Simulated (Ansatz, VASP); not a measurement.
**CePb in two plane-wave programs**

Aim: how closely do two programs agree when they are given the same cell, functional and k mesh? The cell is invented: As first built, before any earlier steps moved the atoms (in the runner's words): it takes the DyZr structure with all of its atoms replaced by other elements, volume scaled by an estimate. It may not be a known or stable phase. The cell is taken from a series of VASP runs on this material, whose earlier steps may have relaxed, scaled or displaced it; both programs get it as it stands.

Main program and level: Ansatz 0.2.0; plane waves, with VASP 6.6.1 beside it; zone-centre phonons at PBEsol with D3(BJ).

In doubt: a part-filled 4f shell, where there is one, can sit in one of many states, so energies may not be the lowest and differences between runs may mislead; derivatives with an open 4f shell can jump between states, which bears on forces and vibrations.

### 1. The starting structure

It takes space group P-6m2 (No. 187, hexagonal). Conventional cell: a = 3.257 Å, b = 3.257 Å, c = 5.519 Å, α = 90.00°, β = 90.00°, γ = 120.00°. Pb has 6 Pb at 3.26 Å and 6 Ce at 3.34 Å nearest. Ce has 6 Ce at 3.26 Å and 6 Pb at 3.34 Å nearest. As first built, before any earlier steps moved the atoms (in the runner's words): sites of the DyZr structure (space group 187) filled with other elements, volume scaled by an estimate. Farther neighbours are not listed.

### 2. VASP: zone-centre phonons, PBEsol with D3(BJ)

Second derivatives magnify differences that forces hide, and they need a tight electronic threshold.

Lines of VASP's logs that name or quote its potential files are left out, and so is its time.

Contents of INCAR:

```
SYSTEM = CePb
PREC = Accurate
ENCUT = 400
EDIFF = 1E-08
NELM = 100
ISMEAR = 1
SIGMA = 0.2
LREAL = .FALSE.
ALGO = Normal
GGA = PS
IVDW = 12
ISPIN = 2
MAGMOM = -0.002 0.297
LMAXMIX = 6
LORBIT = 11
LWAVE = .FALSE.
LCHARG = .FALSE.
IBRION = 6
NFREE = 2
POTIM = 0.015
ISIF = 2
NSW = 1
```

Contents of POSCAR:

```
CePb
1.0
    3.2571434568      0.0000000000      0.0000000000
   -1.6285717284      2.8207693796      0.0000000000
    0.0000000000      0.0000000000      5.5187127476
Pb Ce
1 1
Direct
    0.6666666700      0.3333333300      0.0000000000
    0.0000000000      0.0000000000      0.5000000000
```

Contents of KPOINTS:

```
Automatic mesh
0
Gamma
9 9 5
0 0 0
```

Potentials, in the order of the species: Pb_d and Ce (PBE family, release 64).

Started as:

```console
$ mpirun -np 1 vasp_std
```

Numbers of over 12 decimals in the logs are rounded to 6 here.

Output:

```text
[banner, memory and clock lines left out]
running    1 mpi-ranks, on    1 nodes
 distrk:  each k-point on    1 cores,    1 groups
 distr:  one band on    1 cores,    1 groups

 POSCAR found type information on POSCAR PbCe
 POSCAR found :  2 types and       2 ions
|                                                                             |
|               ----> ADVICE to this user running VASP <----                  |
|                                                                             |
|     You enforced a specific xc type in the INCAR file but a different       |
|     [... a line on the potential file left out ...]
|     I HOPE YOU KNOW WHAT YOU ARE DOING!                                     |
|                                                                             |

 LDA part: xc-table for (Slater+PW92), standard interpolation
 POSCAR, INCAR and KPOINTS ok, starting setup
 FFT: planning ... GRIDC
 FFT: planning ... GRID_SOFT
 FFT: planning ... GRID
 WAVECAR not read
 entering main loop
       N       E                     dE             d eps       ncg     rms          rms(c)
DAV:   1     0.246824460658E+03    0.24682E+03   -0.10306E+04  2448   0.164E+03
DAV:   2     0.261776751508E+02   -0.22065E+03   -0.21691E+03  2688   0.356E+02
DAV:   3    -0.924149033064E+01   -0.35419E+02   -0.34861E+02  3151   0.155E+02
DAV:   4    -0.118998127836E+02   -0.26583E+01   -0.24841E+01  4131   0.391E+01
DAV:   5    -0.120933933395E+02   -0.19358E+00   -0.19178E+00  3740   0.797E+00    0.890E+00
DAV:   6    -0.110546484550E+02    0.10387E+01   -0.49540E+00  4408   0.176E+01    0.203E+00
DAV:   7    -0.111351173939E+02   -0.80469E-01   -0.23246E+00  4077   0.128E+01    0.336E+00
DAV:   8    -0.110156599407E+02    0.11946E+00   -0.72241E-01  4216   0.702E+00    0.950E-01
DAV:   9    -0.110134768668E+02    0.21831E-02   -0.96692E-02  4532   0.254E+00    0.456E-01
DAV:  10    -0.110128014717E+02    0.67540E-03   -0.12949E-02  3904   0.833E-01    0.191E-01
DAV:  11    -0.110127926437E+02    0.88280E-05   -0.31786E-03  4358   0.693E-01    0.626E-02
DAV:  12    -0.110128648330E+02   -0.72189E-04   -0.36612E-04  3890   0.159E-01    0.106E-01
DAV:  13    -0.110128804905E+02   -0.15658E-04   -0.59790E-05  4588   0.642E-02    0.902E-02
DAV:  14    -0.110129581748E+02   -0.77684E-04   -0.28920E-04  4022   0.121E-01    0.707E-02
[...]
DAV:  23    -0.110130810396E+02    0.49009E-07    0.32014E-07  2830   0.169E-03    0.154E-04
DAV:  24    -0.110130810185E+02    0.21108E-07    0.26950E-07  2282   0.812E-04    0.107E-04
DAV:  25    -0.110130810015E+02    0.16986E-07    0.20460E-07  1862   0.529E-04    0.322E-05
DAV:  26    -0.110130809868E+02    0.14685E-07    0.16456E-07  1786   0.374E-04    0.300E-05
DAV:  27    -0.110130809751E+02    0.11690E-07    0.13394E-07  1684   0.336E-04    0.179E-05
DAV:  28    -0.110130809642E+02    0.10873E-07    0.10931E-07  1571   0.271E-04    0.881E-06
DAV:  29    -0.110130809536E+02    0.10623E-07    0.90649E-08  1525   0.251E-04    0.154E-05
DAV:  30    -0.110130809458E+02    0.78098E-08    0.76635E-08  1524   0.220E-04
   1 F= -.12221605E+02 E0= -.12223279E+02  d E =0.502232E-02  mag=     0.3379
[... from here on, the cycles between the ionic steps are left out ...]
   3 F= -.12221504E+02 E0= -.12223179E+02  d E =0.502424E-02  mag=     0.3379
   4 F= -.12220809E+02 E0= -.12222482E+02  d E =0.501758E-02  mag=     0.3382
   5 F= -.12220809E+02 E0= -.12222482E+02  d E =0.501775E-02  mag=     0.3382
   6 F= -.12221502E+02 E0= -.12223177E+02  d E =0.502578E-02  mag=     0.3378
   7 F= -.12221502E+02 E0= -.12223177E+02  d E =0.502584E-02  mag=     0.3378
   8 F= -.12220808E+02 E0= -.12222480E+02  d E =0.501838E-02  mag=     0.3381
 Finite differences progress:
  Degree of freedom:   4/  4
  Displacement:        1/  2
  Total:               7/  8
 bond charge predicted
       N       E                     dE             d eps       ncg     rms          rms(c)
DAV:   1    -0.109985647938E+02    0.13719E-01   -0.24695E+00  3445   0.841E+00    0.274E-01
DAV:   2    -0.110106533989E+02   -0.12089E-01   -0.14533E-01  4999   0.357E+00    0.100E-01
DAV:   3    -0.110121846465E+02   -0.15312E-02   -0.19434E-02  5632   0.724E-01    0.117E-01
DAV:   4    -0.110123163510E+02   -0.13170E-03   -0.25651E-03  5488   0.364E-01    0.927E-02
DAV:   5    -0.110123088456E+02    0.75054E-05   -0.36297E-04  5542   0.130E-01    0.744E-02
DAV:   6    -0.110122821536E+02    0.26692E-04   -0.40853E-05  4849   0.497E-02    0.109E-02
DAV:   7    -0.110122834552E+02   -0.13015E-05   -0.66717E-06  5752   0.194E-02    0.110E-02
DAV:   8    -0.110122835796E+02   -0.12449E-06   -0.82004E-07  5428   0.618E-03    0.599E-03
DAV:   9    -0.110122837311E+02   -0.15144E-06   -0.19607E-07  5938   0.309E-03    0.208E-03
DAV:  10    -0.110122837773E+02   -0.46204E-07   -0.46474E-08  5274   0.143E-03    0.410E-04
DAV:  11    -0.110122837756E+02    0.16894E-08   -0.60615E-09  2863   0.831E-04
   9 F= -.12220808E+02 E0= -.12222481E+02  d E =0.501861E-02  mag=     0.3380
 Finite differences progress:
  Degree of freedom:   4/  4
  Displacement:        2/  2
  Total:               8/  8
```

From OUTCAR (step 2):

```text
ion  position               nearest neighbor table
   1  0.667  0.333  0.000-   2 3.34   2 3.34   2 3.34   2 3.34   2 3.34   2 3.34
   2  0.000  0.000  0.500-   1 3.34   1 3.34   1 3.34   1 3.34   1 3.34   1 3.34

  LATTYP: Found a hexagonal cell.
 ALAT       =     3.2571434568
 C/A-ratio  =     1.6943413211

 Subroutine GETGRP returns: Found 12 space group operations
 (whereof 12 operations were pure point group operations)

The static configuration has the point symmetry D_3h.

 Found     36 irreducible k-points:

   k-points           NKPTS =     36   k-points in BZ     NKDIM =     36   number of bands    NBANDS=     17

   dimension x,y,z NGX =    24 NGY =   24 NGZ =   36
   dimension x,y,z NGXF=    48 NGYF=   48 NGZF=   72

   ENCUT  =  400.0 eV  29.40 Ry    5.42 a.u.   5.31  5.31  9.00*2*pi/ulx,y,z

   NELECT =      26.0000    total number of electrons

 k-points in reciprocal lattice and weights: Automatic mesh
   0.00000000  0.00000000  0.00000000       0.002
   0.11111111  0.00000000  0.00000000       0.015
   0.22222222  0.00000000  0.00000000       0.015
   0.33333333  0.00000000  0.00000000       0.015
   0.44444444  0.00000000  0.00000000       0.015
   0.11111111  0.11111111  0.00000000       0.015
   0.22222222  0.11111111  0.00000000       0.030
   0.33333333  0.11111111  0.00000000       0.030
   0.44444444  0.11111111  0.00000000       0.015
[...]
0.33333333  0.22222222  0.40000000       0.059
   0.33333333  0.33333333  0.40000000       0.010

 Edisp (eV)   -1.20852

 average (electrostatic) potential at core
       1 -87.5132       2 -74.2427

 E-fermi :   9.4662

 spin component 1
 k-point     1 :       0.0000    0.0000    0.0000
  band No.  band energies     occupation
    ...
      9      -6.5274      1.00000
     10      -1.9302      1.00000
     11       7.9552      1.00000
     12       8.0108      1.00000
     13       9.3637      0.87669
     14       9.6582     -0.02047
     15       9.8961     -0.00478
     16       9.8961     -0.00478
     17      10.1185     -0.00002

 k-point     2 :       0.1111    0.0000    0.0000
  band No.  band energies     occupation
    ...
      9      -6.6062      1.00000
     10      -1.6677      1.00000
     11       7.9300      1.00000
     12       8.4619      1.00000
     13       9.2385      1.03417
     14       9.6941     -0.03421
     15       9.8698     -0.00754
     16       9.9275     -0.00263
     17      10.0919     -0.00004

 k-point     3 :       0.2222    0.0000    0.0000
  band No.  band energies     occupation
    ...
      8      -7.0904      1.00000
      9      -6.7975      1.00000
     10      -0.9027      1.00000
     11       7.6589      1.00000
     12       8.5238      1.00000
     13       9.6003      0.05085
     14       9.7253     -0.03475
     15       9.8755     -0.00686
     16       9.9960     -0.00058
     17      10.0138     -0.00037

 k-point     4 :       0.3333    0.0000    0.0000
  band No.  band energies     occupation
    ...
      9      -6.9910      1.00000
     10       0.3346      1.00000
     11       7.2448      1.00000
     12       7.5904      1.00000
     13       8.7618      1.00000
     14       9.6226      0.01464
     15       9.8568     -0.00927
     16       9.8922     -0.00513
     17       9.9996     -0.00053

 k-point     5 :       0.4444    0.0000    0.0000
  band No.  band energies     occupation
    ...
      9      -6.9950      1.00000
     10       1.8131      1.00000
     11       5.6365      1.00000
     12       6.9356      1.00000
     13       8.0059      1.00000
     14       9.5381      0.21619
     15       9.8366     -0.01251
     16       9.8523     -0.00993
     17      10.0707     -0.00008

 k-point     6 :       0.1111    0.1111    0.0000
  band No.  band energies     occupation
    ...
      9      -6.7739      1.00000
     10      -1.1547      1.00000
     11       7.7627      1.00000
     12       9.0162      1.00329
     13       9.1532      1.02470
     14       9.7432     -0.03231
     15       9.8360     -0.01261
     16       9.9918     -0.00064
     17      10.0173     -0.00034

 Edisp (eV)   -1.20852

  Total      -0.02286    -0.02286     0.00773     0.00000     0.00000     0.00000
  in kB      -0.72244    -0.72244     0.24420     0.00000     0.00000     0.00000
  external pressure =       -0.40 kB  Pullay stress =        0.00 kB

  energy-cutoff  :      400.00
  volume of cell :       50.70
      direct lattice vectors                 reciprocal lattice vectors
     3.257143457  0.000000000  0.000000000     0.307017487  0.177256604  0.000000000
    -1.628571728  2.820769380  0.000000000     0.000000000  0.354513207  0.000000000
     0.000000000  0.000000000  5.518712748     0.000000000  0.000000000  0.181201676

 POSITION                                       TOTAL-FORCE (eV/Angst)
 -----------------------------------------------------------------------------------
      1.62857      0.94026      0.00000         0.000000     -0.000000     -0.106210
      0.00000      0.00000      2.74436        -0.000000      0.000000      0.106210
 -----------------------------------------------------------------------------------
    total drift:                               -0.000011      0.000008     -0.000236

  FREE ENERGIE OF THE ION-ELECTRON SYSTEM (eV)
  ---------------------------------------------------
  free  energy   TOTEN  =       -12.2208076551 eV

  energy  without entropy=      -12.2258262673  energy(sigma->0) =      -12.22248053

 Eigenvectors and eigenvalues of the dynamical matrix
 ----------------------------------------------------

   1 f  =    4.551007 THz    28.594822 2PiTHz  151.805260 cm-1    18.821445 meV
             X         Y         Z           dx          dy          dz
      1.628572  0.940256  0.000000     0.000000   -0.000000   -0.635177
      0.000000  0.000000  2.759356     0.000000    0.000000    0.772367

   2 f  =    1.637328 THz    10.287637 2PiTHz   54.615395 cm-1     6.771443 meV
             X         Y         Z           dx          dy          dz
      1.628572  0.940256  0.000000    -0.000000    0.633124    0.000000
      0.000000  0.000000  2.759356     0.000000   -0.774051    0.000000

   3 f  =    1.637328 THz    10.287636 2PiTHz   54.615387 cm-1     6.771442 meV
             X         Y         Z           dx          dy          dz
      1.628572  0.940256  0.000000    -0.633124   -0.000000    0.000000
      0.000000  0.000000  2.759356     0.774051   -0.000000    0.000000

   4 f/i=    0.000120 THz     0.000753 2PiTHz    0.003997 cm-1     0.000496 meV
             X         Y         Z           dx          dy          dz
      1.628572  0.940256  0.000000     0.000000   -0.000000   -0.772367
      0.000000  0.000000  2.759356     0.000000    0.000000   -0.635177

   5 f/i=    0.004304 THz     0.027042 2PiTHz    0.143559 cm-1     0.017799 meV
             X         Y         Z           dx          dy          dz
      1.628572  0.940256  0.000000    -0.774051   -0.000000    0.000000
      0.000000  0.000000  2.759356    -0.633124   -0.000000    0.000000

   6 f/i=    0.004304 THz     0.027042 2PiTHz    0.143559 cm-1     0.017799 meV
             X         Y         Z           dx          dy          dz
      1.628572  0.940256  0.000000     0.000000   -0.774051    0.000000
      0.000000  0.000000  2.759356     0.000000   -0.633124    0.000000

 ELASTIC MODULI CONTR FROM IONIC RELAXATION (kBar)
 Direction    XX          YY          ZZ          XY          YZ          ZX
 --------------------------------------------------------------------------------
 XX         -50.3741     50.3741      0.0000      0.0000      0.0000      0.0000
 YY          50.3741    -50.3741      0.0000     -0.0000      0.0000      0.0000
 ZZ           0.0000      0.0000      0.0000      0.0000      0.0000      0.0000
 XY           0.0000     -0.0000      0.0000    -50.3741      0.0000      0.0000
 YZ           0.0000      0.0000      0.0000      0.0000      0.0000      0.0000
 ZX           0.0000      0.0000      0.0000      0.0000      0.0000      0.0000
 --------------------------------------------------------------------------------

 total charge
# of ion       s       p       d       f       tot
--------------------------------------------------
    1        1.310   1.014   9.810   0.000  12.134
    2        2.030   5.597   1.198   1.013   9.839
--------------------------------------------------
tot          3.340   6.611  11.008   1.013  21.972

 magnetization (x)
# of ion       s       p       d       f       tot
--------------------------------------------------
    1       -0.001  -0.003   0.001   0.000  -0.002
    2        0.001   0.000   0.032   0.257   0.291
--------------------------------------------------
tot          0.001  -0.002   0.033   0.257   0.289

[... 6 further parts left out ...]
```

CONTCAR:

```
CePb
   1.00000000000000
     3.2571434568000002    0.0000000000000000    0.0000000000000000
    -1.6285717284000001    2.8207693796000002    0.0000000000000000
     0.0000000000000000    0.0000000000000000    5.5187127476000004
  Pb              Ce
     1     1
Direct
     0.6666666699999979    0.3333333300000021    0.0000000000000000
     0.0000000000000000    0.0000000000000000    0.4972819748579009
```

The cell holds one magnetic atom, so no antiferromagnetic order fits into it. The last energy, forces, stress and levels in OUTCAR belong to the last displaced cell, not to the cell of POSCAR. Without U or exact exchange, f electrons of an open shell come out too delocalised.

(Part 1 of 2 ends here.)

[Lines on the potential files, build, host, timing and source positions are cut from VASP's logs without a mark.]

[Logs are printed without paths, hosts, clocks, repeated set-up lines and the standing remarks that a program may print on its own settings, such as how far it seeks lower states.]

[Hosts, paths, dates, database ids (printed as entryN), source tags and the programs' standing remarks are cut or masked in the printed files.]
